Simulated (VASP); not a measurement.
# GW on Tellurium

Aim: the quasiparticle gap of Tellurium, and what it costs to get it. The cell has space group P3_121. The start is a cell from a database of measured crystal structures.

Main program and level: VASP 6.6.1; PBE; plane waves and PAW (Te_GW), in the first sound run; inputs show where later runs differ.

Most raw output is cut from this account.

The database entry behind the starting cell differs from later determinations by our own check (inner coordinate of an old entry), so it need not match the best structure at ambient conditions.

## 1. The structure

The structure is trigonal, space group P3_121 (No. 152). Conventional cell: a = 4.454 Å, b = 4.454 Å, c = 5.924 Å, α = 90.00°, β = 90.00°, γ = 120.00°. Te has 2 Te at 2.86 Å nearest.

## 2. Ground state

The orbitals come from a self-consistent PBE run with a tight EDIFF and a narrow smearing. KPOINTS_OPT adds the bands along a path, which shows whether the mesh holds the band edges.

INCAR reads:

```
SYSTEM = Te
PREC = Accurate
ENCUT = 300
EDIFF = 1E-08
NELM = 100
ISMEAR = 0
SIGMA = 0.01
LREAL = .FALSE.
ALGO = Normal
GGA = PE
NBANDS = 15
LORBIT = 11
LWAVE = .TRUE.
LCHARG = .FALSE.
KPAR = 4
```

POSCAR reads:

```
Te
1.0
    4.4540000000      0.0000000000      0.0000000000
   -2.2270000000      3.8572771485      0.0000000000
    0.0000000000      0.0000000000      5.9240000000
Te
3
Direct
    0.2690000000      0.0000000000      0.3333333333
    0.0000000000      0.2690000000      0.6666666667
    0.7310000000      0.7310000000      0.0000000000
```

KPOINTS reads:

```
Automatic mesh
0
Gamma
3 3 4
0 0 0
```

KPOINTS_OPT reads:

```
Line mode
12
Line-mode
Reciprocal
  0.00000000   0.00000000   0.00000000 GAMMA
  0.50000000   0.00000000   0.00000000 M

  0.50000000   0.00000000   0.00000000 M
  0.33333333   0.33333333   0.00000000 K

  0.33333333   0.33333333   0.00000000 K
  0.00000000   0.00000000   0.00000000 GAMMA

  0.00000000   0.00000000   0.00000000 GAMMA
  0.00000000   0.00000000   0.50000000 A

  0.00000000   0.00000000   0.50000000 A
  0.50000000   0.00000000   0.50000000 L

  0.50000000   0.00000000   0.50000000 L
  0.33333333   0.33333333   0.50000000 H

  0.33333333   0.33333333   0.50000000 H
  0.00000000   0.00000000   0.50000000 A

  0.50000000   0.00000000   0.50000000 L
  0.50000000   0.00000000   0.00000000 M

  0.33333333   0.33333333   0.00000000 K
  0.33333333   0.33333333   0.50000000 H
```

Potentials, in the order of the species: Te_GW (PBE family, release 64).

Run with:

```bash
$ mpirun -np 8 vasp_std
```

Wall time 13 s (8 MPI ranks of AMD EPYC 7R43, shared host); peak memory 0.96 GiB.

This step gave:

```
free energy (TOTEN)               : -9.420 eV
Fermi energy                      : 6.023 eV
pressure                          : 1.211 GPa
least gap on mesh and path        : 0.1381 eV
least direct gap on mesh and path : 0.1536 eV
```

The highest empty bands on the path are converged less tightly, to about 0.1 eV. Electronic bands along the path, in eV, zero at the valence-band top; v1 is the highest filled band, c1 the lowest empty one:

| point | v4 | v3 | v2 | v1 | c1 | c2 | c3 | c4 |
| --- | --- | --- | --- | --- | --- | --- | --- | --- |
| Γ | -2.77 | -1.70 | -1.70 | -0.86 | 0.98 | 0.98 | 1.58 | 4.98 |
| 0.55 of the way | -3.48 | -1.79 | -0.99 | -0.83 | 0.81 | 1.02 | 2.10 | 3.64 |
| M | -3.62 | -3.54 | -1.05 | -0.83 | 0.82 | 0.88 | 2.93 | 3.70 |
| 0.45 of the way | -3.49 | -3.42 | -1.83 | -1.78 | 1.62 | 1.93 | 3.53 | 3.60 |
| K | -3.10 | -3.10 | -2.96 | -2.73 | 2.84 | 2.84 | 3.14 | 4.85 |
| 0.45 of the way | -3.09 | -2.00 | -1.57 | -1.55 | 1.65 | 1.71 | 2.00 | 4.21 |
| Γ | -2.77 | -1.70 | -1.70 | -0.86 | 0.98 | 0.98 | 1.58 | 4.98 |
| 0.45 of the way | -2.53 | -1.54 | -1.51 | -0.88 | 0.68 | 0.73 | 1.13 | 4.44 |
| A | -2.69 | -1.34 | -1.05 | -1.05 | 0.44 | 0.46 | 0.46 | 4.01 |
| 0.45 of the way | -3.08 | -2.05 | -1.89 | -1.41 | 1.18 | 1.67 | 2.14 | 4.44 |
| L | -3.66 | -2.48 | -2.14 | -0.22 | 0.71 | 1.93 | 2.53 | 4.54 |
| 0.55 of the way | -4.48 | -1.38 | -1.21 | -0.11 | 0.67 | 1.50 | 1.93 | 5.00 |
| H | -5.04 | -0.99 | -0.02 | -0.02 | 0.14 | 1.30 | 1.30 | 5.91 |
| 0.55 of the way | -3.60 | -2.05 | -1.79 | -0.83 | 0.70 | 2.07 | 2.22 | 4.61 |
| A | -2.69 | -1.34 | -1.05 | -1.05 | 0.44 | 0.46 | 0.46 | 4.01 |
| jump to L | -3.66 | -2.48 | -2.14 | -0.22 | 0.71 | 1.93 | 2.53 | 4.54 |
| 0.55 of the way | -3.64 | -2.25 | -1.64 | -1.42 | 1.10 | 1.78 | 2.77 | 3.58 |
| M | -3.62 | -3.54 | -1.05 | -0.83 | 0.82 | 0.88 | 2.93 | 3.70 |
| jump to K | -3.10 | -3.10 | -2.96 | -2.73 | 2.84 | 2.84 | 3.14 | 4.85 |
| 0.45 of the way | -4.12 | -2.69 | -1.72 | -1.29 | 1.91 | 2.46 | 2.51 | 5.24 |
| H | -5.04 | -0.99 | -0.02 | -0.02 | 0.14 | 1.30 | 1.30 | 5.91 |

The cell has a gap of 0.138 eV on mesh and path. Spin-orbit coupling is left out, which can shift or reorder these edges. Forces of up to 0.15 eV/Å remain in these settings.

## 3. Empty bands, functional PBE

The next step needs empty bands that the ground-state run didn't converge, so the Hamiltonian is diagonalised exactly for NBANDS bands, in a single step. LOPTICS writes the k-derivatives of the orbitals (WAVEDER), which give the long-wavelength limit of the screening.

INCAR reads:

```
SYSTEM = Te
PREC = Accurate
ENCUT = 300
ISMEAR = 0
SIGMA = 0.01
LREAL = .FALSE.
GGA = PE
NBANDS = 520
ALGO = Exact
NELM = 1
LWAVE = .TRUE.
LCHARG = .FALSE.
LOPTICS = .TRUE.
NEDOS = 1000
CSHIFT = 0.1
```

POSCAR is that of step 2.

KPOINTS is that of step 2.

Run with:

```bash
$ mpirun -np 8 vasp_std
```

The job ended after 13 s (8 MPI ranks; peak memory 1.1 GiB).

The gap is read on the k-mesh alone, so it is an upper bound where the band edges lie off the mesh.

A gap read on the k-mesh alone can miss the band edges.

Numbers from this step:

| Item | Value |
| --- | --- |
| gap on the k-mesh | 0.1536 eV |
| least direct gap on the k-mesh | 0.1536 eV |

WAVECAR now holds 520 bands for 18 electrons. Its independent-particle dielectric tensor has xx, yy, zz = 1391.1, 1391.1, 61.2 on this mesh, which isn't tested for convergence in mesh or bands and lacks local fields. A value this large is set by the few k points at the smallest gap, and it enters the screening of any GW step.

## 4. evGW0

This step: evGW0 on PBE; plane waves and PAW (Te_GW) (VASP 6.6.1).

The lowest NBANDSGW levels in G are updated for four passes while W stays fixed, so the result depends less on the starting levels.

INCAR reads:

```
SYSTEM = Te
PREC = Accurate
ENCUT = 300
ISMEAR = 0
SIGMA = 0.01
LREAL = .FALSE.
GGA = PE
NBANDS = 520
ALGO = EVGW0
NELMGW = 4
ENCUTGW = 170
NOMEGA = 48
PRECFOCK = Fast
NBANDSGW = 24
LWAVE = .FALSE.
LCHARG = .FALSE.
```

POSCAR is that of step 3.

KPOINTS is that of step 3.

Run with:

```bash
$ mpirun -np 8 vasp_std
```

Run time: 12 min. Hardware: 8 MPI ranks; peak memory 3.4 GiB.

Numbers from this step:

| Property | Result |
| --- | --- |
| quasiparticle gap on the mesh | 0.4808 eV |
| smallest direct quasiparticle gap on the mesh | 0.4808 eV |
| gap of the starting orbitals on the mesh | 0.1536 eV |

QP gap by iteration, by row:

| iteration | gap (eV) | direct gap (eV) |
| --- | --- | --- |
| 1 | 0.4446 | 0.4446 |
| 2 | 0.4761 | 0.4761 |
| 3 | 0.4802 | 0.4802 |
| 4 | 0.4808 | 0.4808 |

GW takes the gap from 0.154 to 0.481 eV. Spin-orbit coupling is left out. The value holds for 520 bands, ENCUTGW = 170 eV and this mesh, and isn't shown to be converged in them. VASP warns that the automatic setting of its frequency mesh failed and advises more k points, so the value is in doubt.

## 5. Orbitals for another starting point

This step: PBE; plane waves and PAW (Te_GW) (VASP 6.6.1).

A hybrid converges faster from good orbitals, so a cheap PBE run writes WAVECAR first.

INCAR reads:

```
SYSTEM = Te
PREC = Accurate
ENCUT = 300
EDIFF = 1E-05
NELM = 100
ISMEAR = 0
SIGMA = 0.01
LREAL = .FALSE.
ALGO = Normal
GGA = PE
NBANDS = 15
LORBIT = 11
LWAVE = .TRUE.
LCHARG = .FALSE.
KPAR = 4
NCORE = 2
```

POSCAR is that of step 4.

KPOINTS is that of step 4.

Run with:

```bash
$ mpirun -np 8 vasp_std
```

The job ended after 4 s (8 MPI ranks; peak memory 0.86 GiB; 26 s of CPU time).

Numbers from this step:

| Property | Result |
| --- | --- |
| Fermi energy | 6.054 eV |
| pressure | 1.220 GPa |
| gap on the k-mesh | 0.1532 eV |
| least direct gap on the k-mesh | 0.1532 eV |

The run ends at a pressure of 1.22 GPa, with forces up to 0.15 eV/Å.

## 6. Another starting point

This step: HSE06; plane waves and PAW (Te_GW) (VASP 6.6.1).

To see how much the result owes to its start, the ground state is made again with HSE06. A small SIGMA keeps every occupation at zero or full.

INCAR reads:

```
SYSTEM = Te
PREC = Accurate
ENCUT = 300
EDIFF = 1E-08
NELM = 100
ISMEAR = 0
SIGMA = 0.01
LREAL = .FALSE.
ALGO = Normal
LHFCALC = .TRUE.
AEXX = 0.25
GGA = PE
HFSCREEN = 0.2
LASPH = .TRUE.
NBANDS = 15
PRECFOCK = Fast
LORBIT = 11
LWAVE = .TRUE.
LCHARG = .FALSE.
KPAR = 4
```

POSCAR is that of step 5.

KPOINTS is that of step 5.

The WAVECAR or CHGCAR of an earlier step is read.

Run with:

```bash
$ mpirun -np 8 vasp_std
```

The job ended after 51 s (8 MPI ranks; peak memory 1.7 GiB; 6.6 min of CPU time).

The k-mesh is coarse for exact exchange; levels may shift by about 0.1 eV on a finer one. The PAW data sets were made with PBE, which is usual practice but a small mismatch for other functionals.

This step gave:

- free energy (TOTEN): -11.55 eV
- Fermi energy: 5.686 eV
- gap on the k-mesh: 0.6203 eV
- least direct gap on the k-mesh: 0.6203 eV

## 7. Empty bands, functional HSE06

ALGO = Exact makes the empty bands from the converged ground state in one step. LOPTICS writes the k-derivatives of the orbitals (WAVEDER), which give the long-wavelength limit of the screening.

INCAR reads:

```
SYSTEM = Te
PREC = Accurate
ENCUT = 300
ISMEAR = 0
SIGMA = 0.01
LREAL = .FALSE.
LHFCALC = .TRUE.
AEXX = 0.25
GGA = PE
HFSCREEN = 0.2
LASPH = .TRUE.
NBANDS = 520
PRECFOCK = Fast
ALGO = Exact
NELM = 1
LWAVE = .TRUE.
LCHARG = .FALSE.
LOPTICS = .TRUE.
NEDOS = 1000
CSHIFT = 0.1
```

POSCAR is that of step 6.

KPOINTS is that of step 6.

The WAVECAR or CHGCAR of an earlier step is read.

Run with:

```bash
$ mpirun -np 8 vasp_std
```

It took 4.2 min on 8 MPI ranks; peak memory 2.2 GiB; 33 min of CPU time.

## 8. G0W0

This step: G0W0 on HSE06; plane waves and PAW (Te_GW) (VASP 6.6.1).

One pass of GW corrects the levels to first order, with G and W from the starting orbitals.

INCAR reads:

```
SYSTEM = Te
PREC = Accurate
ENCUT = 300
ISMEAR = 0
SIGMA = 0.01
LREAL = .FALSE.
LHFCALC = .TRUE.
AEXX = 0.25
GGA = PE
HFSCREEN = 0.2
LASPH = .TRUE.
NBANDS = 520
PRECFOCK = Fast
ALGO = EVGW0
NELMGW = 1
ENCUTGW = 170
NOMEGA = 48
NBANDSGW = 24
LWAVE = .FALSE.
LCHARG = .FALSE.
```

POSCAR is that of step 7.

KPOINTS is that of step 7.

The run starts from files that an earlier step left in the folder.

Run with:

```bash
$ mpirun -np 8 vasp_std
```

Run time: 3.5 min. Hardware: 8 MPI ranks; peak memory 4 GiB; 27 min of CPU time.

Numbers from this step:

```
quasiparticle gap on the mesh                 : 0.6583 eV
smallest direct quasiparticle gap on the mesh : 0.6583 eV
gap of the starting orbitals on the mesh      : 0.6203 eV
```

GW takes the gap from 0.620 to 0.658 eV. That is +214 meV against the one-shot pass on PBE. Spin-orbit coupling is left out. The value holds for 520 bands, ENCUTGW = 170 eV and this mesh, and isn't shown to be converged in them. VASP warns that the automatic setting of its frequency mesh failed and advises more k points, so the value is in doubt.

## 9. Summary

This step: GW series: evGW0 on PBE, G0W0 on HSE06; plane waves and PAW (VASP 6.6.1).

No new run; the numbers come from the runs before.

Cost is wall time times ranks on a shared host, with the step that makes the empty bands. GW runs:

```csv
level,bands,ENCUTGW (eV),NOMEGA,k mesh,starting gap (eV),quasiparticle gap (eV),direct gap (eV),cost (core minutes)
evGW0 on PBE,520,170,48,3x3x4,0.1536,0.4808,0.4808,97.03
G0W0 on HSE06,520,170,48,3x3x4,0.6203,0.6583,0.6583,62.01
```

## 10. What came out

- evGW0 on PBE, 520 bands, ENCUTGW 170 eV, NOMEGA 48, mesh 3×3×4: 0.154 → 0.481 eV
- G0W0 on HSE06, 520 bands, ENCUTGW 170 eV, NOMEGA 48, mesh 3×3×4: 0.620 → 0.658 eV

**Reading.** evGW0 gives a quasiparticle gap of 0.481 eV on the mesh, 0.33 eV over the PBE gap on the same mesh. On mesh and path the starting valence top lies at (0.348, 0.303, 0.5) and the conduction bottom at (0.333, 0.333, 0.5), so the starting gap is indirect. At the starting level the gap on the GW mesh lies within 20 meV of that on the path. Over the final values of the levels run here the gap spans 0.481 to 0.658 eV. In evGW0 the first pass, which is the one-shot result, gives 0.445 eV and pass 4 gives 0.481 eV; the last pass changed the gap by +1 meV, so the loop is converged. One-shot gaps: 0.445 eV from PBE and 0.658 eV from HSE06. The starting gaps span 0.47 eV and the one-shot gaps 0.21 eV. Bands, response cutoff and mesh weren't tested for convergence. The orbitals give an independent-particle dielectric component as large as 1391 on this mesh, where the few k points at the small direct gap weigh too much; the screening isn't converged. Spin-orbit coupling is left out; with Te in the cell it can split or shift band edges, by an amount that depends on which atoms form them and isn't tested here. At HSE06 the same positions carry forces of up to 0.30 eV/Å. VASP warned that the automatic setting of its frequency mesh failed, and advised more k points, in all GW runs. Those values are in doubt. Not tabulated here, as repeats of values shown or as unfit to read for their mesh, reference level or band range: eps2 curves (empty bands); eps1 curves and static values (empty bands); gaps (empty bands).

[Lines on the potential files, build, host, timing and source positions are cut from VASP's logs without a mark.]

[Logs are printed without paths, hosts, clocks, repeated set-up lines and the standing remarks that a program may print on its own settings, such as how far it seeks lower states.]

[Hosts, paths, dates, database ids (printed as entryN), source tags and the programs' standing remarks are cut or masked in the printed files.]

[Pressures printed for these runs are not shown converged in the cutoff: they can be off by several GPa and have the wrong sign.]
